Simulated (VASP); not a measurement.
CoAl (CsCl type): the formation energy from VASP (plane waves, PAW) at several levels of theory. The references are the elements' solids at the same level; no temperature or zero-point terms are added.

| level | formation energy (eV/atom) |
|---|---|
| PBEsol | -0.626 |
| SCAN | -0.679 |
| r2SCAN | -0.567 |

The cell of the PBEsol run:

```yaml
crystal:
  lattice:
    - [2.82192, 0.00000, 0.00000]
    - [0.00000, 2.82192, 0.00000]
    - [0.00000, 0.00000, 2.82192]
  atoms:
    - { symbol: Al, position: [0.50000, 0.50000, 0.50000] }
    - { symbol: Co, position: [0.00000, 0.00000, 0.00000] }
```

Only levels that ran to the end are used. Left out are those held back, those with too coarse a band path, GW runs whose mesh misses a band edge, hybrids' fits of cells that aren't cubic and levels without matching references; a question may draw on a part of the rest.
